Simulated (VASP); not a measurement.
Calculation: PBE GGA, VASP's PBE PAW potentials (set 64) (plane waves; VASP).

The input files of a VASP run:

INCAR:
```
ALGO  =  Fast
EDIFF  =  1E-5
EDIFFG  =  -0.03
ENCUT  =  400
GGA  =  PE
IBRION  =  2
ISIF  =  2
ISMEAR  =  0
ISPIN  =  2
ISYM  =  0
LASPH  =  .TRUE.
LCHARG  =  .FALSE.
LMAXMIX  =  4
LORBIT  =  10
LREAL  =  Auto
LWAVE  =  .FALSE.
MAGMOM  =  72*0.0139
NELECT  =  291.0
NELM  =  100
NELMIN  =  4
NSW  =  60
NUPDOWN  =  1
PREC  =  Normal
SIGMA  =  0.05
SYSTEM  =  Ga35GeN36
```

File KPOINTS:
```
Automatic mesh
0
Gamma
1 1 1
0 0 0
```

POSCAR:
```
Ga35GeN36
1
    4.8683178924    -8.4321738171     0.0000000000
    4.8683178924     8.4321738171     0.0000000000
    0.0000000000     0.0000000000    10.5562839808
Ga N Ge
35 36 1
Direct
  0.2222220000   0.1111110000   0.2500000000
  0.1111110000   0.2222220000   0.0000000000
  0.2222220000   0.1111110000   0.7500000000
  0.1075820000   0.2211740000   0.4992540000
  0.2161800000   0.4414330000   0.2457970000
  0.1111110000   0.5555560000   0.0000000000
  0.2260990000   0.4435850000   0.7485860000
  0.1102450000   0.5540330000   0.5045960000
  0.2222220000   0.7777780000   0.2500000000
  0.1111110000   0.8888890000   0.0000000000
  0.2222220000   0.7777780000   0.7500000000
  0.1111110000   0.8888890000   0.5000000000
  0.5555560000   0.1111110000   0.2500000000
  0.4444440000   0.2222220000   0.0000000000
  0.5555560000   0.1111110000   0.7500000000
  0.4461440000   0.2185300000   0.4976840000
  0.5575120000   0.4476160000   0.2539430000
  0.4444440000   0.5555560000   0.0000000000
  0.5498240000   0.4400290000   0.7534860000
  0.5602940000   0.7819460000   0.2489580000
  0.4444440000   0.8888890000   0.0000000000
  0.5493940000   0.7740510000   0.7528080000
  0.4446970000   0.8860930000   0.4977150000
  0.8888890000   0.1111110000   0.2500000000
  0.7777780000   0.2222220000   0.0000000000
  0.8888890000   0.1111110000   0.7500000000
  0.7777780000   0.2222220000   0.5000000000
  0.8888890000   0.4444440000   0.2500000000
  0.7777780000   0.5555560000   0.0000000000
  0.8888890000   0.4444440000   0.7500000000
  0.7758290000   0.5530480000   0.4974090000
  0.8888890000   0.7777780000   0.2500000000
  0.7777780000   0.8888890000   0.0000000000
  0.8888890000   0.7777780000   0.7500000000
  0.7772860000   0.8904000000   0.5000870000
  0.2222220000   0.1111110000   0.4385000000
  0.1111110000   0.2222220000   0.1885000000
  0.2222220000   0.1111110000   0.9385000000
  0.1111110000   0.2222220000   0.6885000000
  0.2230530000   0.4445900000   0.4340300000
  0.1111110000   0.5555560000   0.1885000000
  0.2222220000   0.4444440000   0.9385000000
  0.1111110000   0.5555560000   0.6885000000
  0.2222220000   0.7777780000   0.4385000000
  0.1111110000   0.8888890000   0.1885000000
  0.2222220000   0.7777780000   0.9385000000
  0.1111110000   0.8888890000   0.6885000000
  0.5555560000   0.1111110000   0.4385000000
  0.4444440000   0.2222220000   0.1885000000
  0.5555560000   0.1111110000   0.9385000000
  0.4444440000   0.2222220000   0.6885000000
  0.5519610000   0.4441200000   0.4357410000
  0.4444440000   0.5555560000   0.1885000000
  0.5555560000   0.4444440000   0.9385000000
  0.4470490000   0.5578830000   0.6904340000
  0.5553230000   0.7724720000   0.4391340000
  0.4444440000   0.8888890000   0.1885000000
  0.5555560000   0.7777780000   0.9385000000
  0.4444440000   0.8888890000   0.6885000000
  0.8888890000   0.1111110000   0.4385000000
  0.7777780000   0.2222220000   0.1885000000
  0.8888890000   0.1111110000   0.9385000000
  0.7777780000   0.2222220000   0.6885000000
  0.8888890000   0.4444440000   0.4385000000
  0.7777780000   0.5555560000   0.1885000000
  0.8888890000   0.4444440000   0.9385000000
  0.7777780000   0.5555560000   0.6885000000
  0.8888890000   0.7777780000   0.4385000000
  0.7777780000   0.8888890000   0.1885000000
  0.8888890000   0.7777780000   0.9385000000
  0.7777780000   0.8888890000   0.6885000000
  0.4397140000   0.5552520000   0.4992920000
```

POTCAR, in this order: Ga N Ge (PBE.64 set). Program: vasp_gam.

The resulting files:

File OSZICAR:
```
...
   2 F= -.42332390E+03 E0= -.42332390E+03  d E =-.304616E+00  mag=     1.0000
       N       E                     dE             d eps       ncg     rms          rms(c)
DAV:   1    -0.423343678161E+03   -0.19785E-01   -0.28798E+00   792   0.422E+00    0.408E-01
RMM:   2    -0.423348736772E+03   -0.50586E-02   -0.70218E-02   733   0.571E-01    0.199E-01
RMM:   3    -0.423349037530E+03   -0.30076E-03   -0.11092E-02   803   0.200E-01    0.120E-01
RMM:   4    -0.423348837892E+03    0.19964E-03   -0.20606E-03   739   0.894E-02    0.531E-02
RMM:   5    -0.423348874449E+03   -0.36557E-04   -0.53795E-04   835   0.414E-02    0.270E-02
RMM:   6    -0.423348869335E+03    0.51138E-05   -0.12888E-04   703   0.199E-02    0.135E-02
RMM:   7    -0.423348871616E+03   -0.22809E-05   -0.29384E-05   492   0.964E-03
   3 F= -.42334887E+03 E0= -.42334887E+03  d E =-.329586E+00  mag=     1.0000
       N       E                     dE             d eps       ncg     rms          rms(c)
DAV:   1    -0.423374469505E+03   -0.25600E-01   -0.63548E+00   760   0.638E+00    0.502E-01
RMM:   2    -0.423384321411E+03   -0.98519E-02   -0.12732E-01   733   0.756E-01    0.220E-01
RMM:   3    -0.423385298902E+03   -0.97749E-03   -0.19848E-02   780   0.277E-01    0.156E-01
RMM:   4    -0.423384947729E+03    0.35117E-03   -0.34982E-03   739   0.119E-01    0.811E-02
RMM:   5    -0.423384980799E+03   -0.33070E-04   -0.97503E-04   776   0.619E-02    0.350E-02
RMM:   6    -0.423384981415E+03   -0.61566E-06   -0.25210E-04   815   0.289E-02    0.210E-02
RMM:   7    -0.423384983423E+03   -0.20081E-05   -0.39430E-05   519   0.125E-02
   4 F= -.42338498E+03 E0= -.42338498E+03  d E =-.361118E-01  mag=     1.0000
       N       E                     dE             d eps       ncg     rms          rms(c)
DAV:   1    -0.423385807309E+03   -0.82589E-03   -0.37519E-01   856   0.155E+00    0.123E-01
RMM:   2    -0.423386389725E+03   -0.58242E-03   -0.75039E-03   733   0.183E-01    0.537E-02
RMM:   3    -0.423386452428E+03   -0.62703E-04   -0.11949E-03   782   0.677E-02    0.378E-02
RMM:   4    -0.423386433120E+03    0.19307E-04   -0.20491E-04   739   0.290E-02    0.199E-02
RMM:   5    -0.423386435036E+03   -0.19159E-05   -0.57854E-05   628   0.154E-02
   5 F= -.42338644E+03 E0= -.42338644E+03  d E =-.375634E-01  mag=     1.0000
       N       E                     dE             d eps       ncg     rms          rms(c)
DAV:   1    -0.423395117640E+03   -0.86845E-02   -0.40617E+00   746   0.501E+00    0.359E-01
RMM:   2    -0.423401216113E+03   -0.60985E-02   -0.73994E-02   733   0.548E-01    0.142E-01
RMM:   3    -0.423402159086E+03   -0.94297E-03   -0.12943E-02   795   0.208E-01    0.110E-01
RMM:   4    -0.423402048340E+03    0.11075E-03   -0.18375E-03   755   0.821E-02    0.643E-02
RMM:   5    -0.423402024955E+03    0.23385E-04   -0.53469E-04   738   0.478E-02    0.230E-02
RMM:   6    -0.423402030157E+03   -0.52024E-05   -0.13312E-04   740   0.213E-02    0.131E-02
RMM:   7    -0.423402031675E+03   -0.15182E-05   -0.22818E-05   459   0.932E-03
   6 F= -.42340203E+03 E0= -.42340203E+03  d E =-.155966E-01  mag=     1.0000
       N       E                     dE             d eps       ncg     rms          rms(c)
DAV:   1    -0.423402377267E+03   -0.34711E-03   -0.96975E-01   792   0.245E+00    0.175E-01
RMM:   2    -0.423403829347E+03   -0.14521E-02   -0.17559E-02   733   0.268E-01    0.701E-02
RMM:   3    -0.423404053959E+03   -0.22461E-03   -0.30720E-03   796   0.102E-01    0.536E-02
RMM:   4    -0.423404027820E+03    0.26139E-04   -0.43314E-04   759   0.400E-02    0.315E-02
RMM:   5    -0.423404021514E+03    0.63056E-05   -0.12738E-04   718   0.234E-02    0.111E-02
RMM:   6    -0.423404022306E+03   -0.79199E-06   -0.27206E-05   485   0.104E-02
   7 F= -.42340402E+03 E0= -.42340402E+03  d E =-.175873E-01  mag=     1.0000
       N       E                     dE             d eps       ncg     rms          rms(c)
DAV:   1    -0.423406502537E+03   -0.24810E-02   -0.13832E+00   732   0.296E+00    0.220E-01
RMM:   2    -0.423408508487E+03   -0.20060E-02   -0.25390E-02   733   0.334E-01    0.939E-02
RMM:   3    -0.423408754765E+03   -0.24628E-03   -0.42216E-03   786   0.124E-01    0.660E-02
RMM:   4    -0.423408708482E+03    0.46283E-04   -0.68031E-04   763   0.509E-02    0.378E-02
RMM:   5    -0.423408706639E+03    0.18433E-05   -0.18830E-04   751   0.273E-02    0.130E-02
RMM:   6    -0.423408708670E+03   -0.20309E-05   -0.41606E-05   538   0.123E-02
   8 F= -.42340871E+03 E0= -.42340871E+03  d E =-.468636E-02  mag=     1.0000
       N       E                     dE             d eps       ncg     rms          rms(c)
DAV:   1    -0.423408725517E+03   -0.18878E-04   -0.95509E-03   864   0.246E-01    0.195E-02
RMM:   2    -0.423408741041E+03   -0.15524E-04   -0.18359E-04   728   0.287E-02    0.879E-03
RMM:   3    -0.423408742826E+03   -0.17848E-05   -0.28722E-05   499   0.110E-02    0.596E-03
RMM:   4    -0.423408742624E+03    0.20201E-06   -0.56544E-06   441   0.498E-03
   9 F= -.42340874E+03 E0= -.42340874E+03  d E =-.472032E-02  mag=     1.0000
       N       E                     dE             d eps       ncg     rms          rms(c)
DAV:   1    -0.423409898606E+03   -0.11558E-02   -0.47146E-01   760   0.173E+00    0.124E-01
RMM:   2    -0.423410542512E+03   -0.64391E-03   -0.83921E-03   733   0.199E-01    0.583E-02
RMM:   3    -0.423410647225E+03   -0.10471E-03   -0.15628E-03   821   0.754E-02    0.439E-02
RMM:   4    -0.423410620833E+03    0.26392E-04   -0.21431E-04   745   0.298E-02    0.234E-02
RMM:   5    -0.423410619503E+03    0.13301E-05   -0.77782E-05   695   0.182E-02
  10 F= -.42341062E+03 E0= -.42341062E+03  d E =-.187688E-02  mag=     1.0000
       N       E                     dE             d eps       ncg     rms          rms(c)
DAV:   1    -0.423410620083E+03    0.74989E-06   -0.95245E-03   872   0.246E-01    0.217E-02
RMM:   2    -0.423410636520E+03   -0.16437E-04   -0.22371E-04   749   0.325E-02    0.105E-02
RMM:   3    -0.423410638579E+03   -0.20596E-05   -0.32301E-05   498   0.122E-02    0.787E-03
RMM:   4    -0.423410637816E+03    0.76291E-06   -0.68886E-06   440   0.564E-03
  11 F= -.42341064E+03 E0= -.42341064E+03  d E =-.189519E-02  mag=     1.0000
       N       E                     dE             d eps       ncg     rms          rms(c)
DAV:   1    -0.423410953361E+03   -0.31478E-03   -0.42645E-01   746   0.164E+00    0.112E-01
RMM:   2    -0.423411556044E+03   -0.60268E-03   -0.73395E-03   733   0.182E-01    0.492E-02
RMM:   3    -0.423411646591E+03   -0.90548E-04   -0.12975E-03   808   0.691E-02    0.362E-02
RMM:   4    -0.423411626560E+03    0.20032E-04   -0.16713E-04   743   0.272E-02    0.193E-02
RMM:   5    -0.423411625105E+03    0.14544E-05   -0.50445E-05   618   0.154E-02
  12 F= -.42341163E+03 E0= -.42341163E+03  d E =-.987289E-03  mag=     1.0000
       N       E                     dE             d eps       ncg     rms          rms(c)
DAV:   1    -0.423411624774E+03    0.17857E-05   -0.39514E-04   832   0.497E-02    0.666E-03
RMM:   2    -0.423411625942E+03   -0.11682E-05   -0.15737E-05   448   0.884E-03    0.324E-03
RMM:   3    -0.423411626185E+03   -0.24243E-06   -0.26362E-06   422   0.358E-03    0.228E-03
RMM:   4    -0.423411626187E+03   -0.24957E-08   -0.57076E-07   224   0.179E-03
  13 F= -.42341163E+03 E0= -.42341163E+03  d E =-.988371E-03  mag=     1.0000
       N       E                     dE             d eps       ncg     rms          rms(c)
DAV:   1    -0.423411828756E+03   -0.20257E-03   -0.22295E-01   746   0.118E+00    0.826E-02
RMM:   2    -0.423412152700E+03   -0.32394E-03   -0.39192E-03   733   0.131E-01    0.356E-02
RMM:   3    -0.423412191275E+03   -0.38575E-04   -0.63432E-04   798   0.491E-02    0.260E-02
RMM:   4    -0.423412178029E+03    0.13247E-04   -0.87062E-05   716   0.204E-02    0.125E-02
RMM:   5    -0.423412178611E+03   -0.58208E-06   -0.25960E-05   477   0.108E-02
  14 F= -.42341218E+03 E0= -.42341218E+03  d E =-.552424E-03  mag=     1.0000
```

OUTCAR:
```
------------------------ aborting loop because EDIFF is reached ----------------------------------------
  FORCE on cell =-STRESS in cart. coord.  units (eV):
  Direction    XX          YY          ZZ          XY          YZ          ZX
  --------------------------------------------------------------------------------------
  Total       25.4924042     25.7806624     13.3724600     -0.0475555     -0.0347888     -0.0398486
  in kB       47.1261367     47.6590207     24.7207903     -0.0879127     -0.0643118     -0.0736655
  external PRESSURE =      39.8353159 kB  Pullay stress =       0.0000000 kB
  volume of cell :      866.68
      direct lattice vectors                 reciprocal lattice vectors
     4.868317892 -8.432173817  0.000000000     0.102704879 -0.059296690  0.000000000
     4.868317892  8.432173817  0.000000000     0.102704879  0.059296690  0.000000000
     0.000000000  0.000000000 10.556283981     0.000000000  0.000000000  0.094730305
  FREE ENERGIE OF THE ION-ELECTRON SYSTEM (eV)
  ---------------------------------------------------
  free  energy   TOTEN  =      -423.4121786107 eV

  energy  without entropy=     -423.4121786107  energy(sigma->0) =     -423.41217861

 total charge

# of ion       s       p       d       tot
------------------------------------------
    1        1.007   1.348   0.357   2.712
    2        1.004   1.351   0.359   2.714
    3        1.006   1.355   0.360   2.721
    4        1.009   1.364   0.363   2.737
    5        1.004   1.346   0.356   2.706
    6        1.004   1.350   0.359   2.713
    7        1.005   1.347   0.356   2.708
    8        1.009   1.363   0.363   2.735
    9        1.007   1.348   0.357   2.712
   10        1.004   1.351   0.358   2.713
   11        1.005   1.354   0.360   2.720
   12        1.005   1.355   0.360   2.719
   13        1.005   1.350   0.359   2.714
   14        1.004   1.351   0.359   2.714
   15        1.006   1.352   0.359   2.716
   16        1.009   1.363   0.362   2.734
   17        1.005   1.346   0.355   2.706
   18        1.004   1.349   0.359   2.711
   19        1.005   1.347   0.356   2.708
   20        1.004   1.346   0.356   2.706
   21        1.004   1.350   0.358   2.713
   22        1.005   1.347   0.356   2.708
   23        1.009   1.363   0.362   2.734
   24        1.005   1.350   0.359   2.714
   25        1.004   1.353   0.360   2.717
   26        1.006   1.351   0.359   2.716
   27        1.002   1.353   0.361   2.715
   28        1.005   1.350   0.359   2.715
   29        1.004   1.350   0.359   2.713
   30        1.006   1.351   0.358   2.715
   31        1.009   1.363   0.362   2.734
   32        1.007   1.348   0.357   2.712
   33        1.004   1.350   0.359   2.714
   34        1.005   1.354   0.360   2.719
   35        1.009   1.363   0.363   2.735
   36        1.247   2.444   0.000   3.691
   37        1.249   2.444   0.000   3.693
   38        1.248   2.445   0.000   3.694
   39        1.248   2.445   0.000   3.694
   40        1.275   2.416   0.000   3.691
   41        1.249   2.444   0.000   3.693
   42        1.249   2.443   0.000   3.692
   43        1.248   2.445   0.000   3.694
   44        1.247   2.444   0.000   3.691
   45        1.249   2.443   0.000   3.692
   46        1.248   2.445   0.000   3.694
   47        1.251   2.443   0.000   3.694
   48        1.253   2.445   0.000   3.698
   49        1.249   2.444   0.000   3.693
   50        1.249   2.445   0.000   3.694
   51        1.248   2.446   0.000   3.694
   52        1.274   2.417   0.000   3.691
   53        1.249   2.438   0.000   3.687
   54        1.248   2.443   0.000   3.691
   55        1.254   2.428   0.000   3.683
   56        1.274   2.416   0.000   3.691
   57        1.249   2.444   0.000   3.693
   58        1.249   2.443   0.000   3.692
   59        1.248   2.445   0.000   3.694
   60        1.253   2.445   0.000   3.698
   61        1.248   2.446   0.000   3.694
   62        1.249   2.445   0.000   3.694
   63        1.249   2.443   0.000   3.692
   64        1.253   2.445   0.000   3.698
   65        1.249   2.445   0.000   3.693
   66        1.249   2.445   0.000   3.693
   67        1.248   2.445   0.000   3.694
   68        1.247   2.444   0.000   3.691
   69        1.249   2.444   0.000   3.693
   70        1.248   2.446   0.000   3.694
   71        1.248   2.445   0.000   3.694
   72        1.171   1.051   0.184   2.406
--------------------------------------------------
tot         81.412 136.279  12.749 230.440

 magnetization (x)

# of ion       s       p       d       tot
------------------------------------------
    1        0.004   0.000  -0.000   0.005
    2        0.000   0.000   0.000   0.000
    3        0.003   0.001   0.000   0.004
    4        0.006   0.010   0.002   0.017
    5        0.002   0.003   0.001   0.006
    6        0.000   0.000   0.000   0.000
    7        0.002   0.002   0.001   0.005
    8        0.006   0.009   0.002   0.017
    9        0.004   0.000  -0.000   0.005
...
```
(Selected blocks of OUTCAR.)

File CONTCAR:
```
Ga35GeN36
   1.00000000000000
     4.8683178924000003   -8.4321738171000007    0.0000000000000000
     4.8683178924000003    8.4321738171000007    0.0000000000000000
     0.0000000000000000    0.0000000000000000   10.5562839808000000
  Ga              N               Ge
    35    36     1
Direct
     0.2222203714214371    0.1110797525088122    0.2498775216824168
     0.1110840996986450    0.2220951668395102    0.9996923295723964
     0.2217475886578283    0.1102983761550914    0.7501276334607783
     0.1084089500441938    0.2194039242437487    0.5004620479816951
     0.2205317492993907    0.4435927522869719    0.2496847490813427
     0.1110879820821830    0.5555937238442995    0.9998717765682734
     0.2206885831734919    0.4435256949583947    0.7498922294183737
     0.1083499814472666    0.5550955228459802    0.5004841772027674
     0.2222440119531836    0.7777614508226873    0.2500064200608769
     0.1110600873270909    0.8886838214159796    0.9999616691185189
     0.2219504241979693    0.7776401398647830    0.7500679693185996
     0.1109568662597567    0.8886335338466864    0.4997628287315764
     0.5556350483589765    0.1111366500569862    0.2499853299060120
     0.4442157177717102    0.2220480385540084    0.9998347356797777
     0.5556505181401981    0.1108669789367521    0.7505524877046075
     0.4440330892191923    0.2196224355158939    0.5005144774320676
     0.5558367558078857    0.4436937308312862    0.2498372260795011
     0.4442692154180625    0.5554600099035579    0.0008874224334672
     0.5556347855466449    0.4432608730451757    0.7500409225674847
     0.5560550953554051    0.7787767211739156    0.2497622605411401
     0.4443059112348845    0.8887615028826056    0.9999323275694548
     0.5559487247415460    0.7786275136097451    0.7499487469942059
     0.4440754655919159    0.8904744602452964    0.5003405653266945
     0.8887410603677289    0.1110680269392344    0.2497991876995508
     0.7777928956698460    0.2221842919606217    0.0002573714768522
     0.8885393400351368    0.1109102092652156    0.7503711987620693
     0.7775262941095753    0.2219261637123139    0.4996367401613495
     0.8885258279221954    0.4442534901530474    0.2499343113986320
     0.7776717610210535    0.5555699469109571    0.0000004767634543
     0.8884385614178602    0.4439545815765563    0.7505196051842610
     0.7793454844891680    0.5552403669062157    0.5005500412448027
     0.8887367489862639    0.7776979692743882    0.2500261945171080
     0.7777359807720972    0.8887604760689666    0.9996866028937240
     0.8889642687599381    0.7776253858689273    0.7502082438683684
     0.7796160971897410    0.8904739534860785    0.5004544513689677
     0.2219610059117169    0.1107924054195180    0.4383563099413333
     0.1109982868751997    0.2220093164141750    0.1878449107415268
     0.2221458568089574    0.1109426440265445    0.9383267429521243
     0.1109157474891805    0.2216310202976296    0.6887092199003140
     0.2157255475453491    0.4409090103381871    0.4391548168473127
     0.1108513581733143    0.5555777642586008    0.1881399840445614
     0.2226660168025499    0.4446826566364859    0.9380525351548278
     0.1107328491306694    0.5554346696916458    0.6887130208934666
     0.2219558653472249    0.7773182546757006    0.4384486695806849
     0.1109550076921150    0.8887743734827884    0.1883422175232950
     0.2222085152976674    0.7776605968317913    0.9382937605788487
     0.1108832835631024    0.8884949826782751    0.6881038538677704
     0.5557368790967337    0.1109935015269710    0.4380478036314431
     0.4443872037902775    0.2221181096196249    0.1880394451935843
     0.5555642931935901    0.1110433420656598    0.9386270674553336
     0.4439386944463686    0.2214843493295890    0.6887936268629870
     0.5576572143046639    0.4414579105994302    0.4393312406374658
     0.4440652189691311    0.5553528090461385    0.1896398288432685
     0.5551152307290255    0.4446233056954073    0.9382078082624759
     0.4441609333153226    0.5551555655041360    0.6866737227182941
     0.5579953711831396    0.7826750372812629    0.4392494049223830
     0.4444438565349268    0.8888471018959896    0.1881579440535811
     0.5551892942623461    0.7771031947515625    0.9381133705680186
     0.4441029240913510    0.8886239048812204    0.6886691580660543
     0.8881948847964657    0.1108894376817201    0.4378534896379662
     0.7777497469140573    0.2221869817760931    0.1882358902131119
     0.8887885890966911    0.1110516754927793    0.9384337954128968
     0.7775481383248009    0.2219551886967434    0.6881229006753903
     0.8880207642265115    0.4436119055572965    0.4379678368976800
     0.7775029455700606    0.5555311057076163    0.1881644602524685
     0.8887612213852238    0.4443800425257156    0.9386451591752200
     0.7775340588432362    0.5553906260348556    0.6888478083224133
     0.8886713561536638    0.7774247813434219    0.4384750515607096
     0.7776475483859530    0.8887680959388045    0.1879454609916096
     0.8888368968527445    0.7776450581776744    0.9384071520987495
     0.7777589773636200    0.8885560669992451    0.6887374265120659
     0.4436330740435730    0.5549165706090096    0.4961088252375328
```

At this cut-off the stress carries a Pulay error, which pulls relaxed volumes low. The cell is charged, with a uniform compensating background. The supercell is sampled at Γ alone, which is coarse: total energies, pressure and levels can be off, energies of defects by several tenths of an eV.

The cell is a supercell with a defect, built from GaN (wurtzite): Ge_Ga, charge -2.
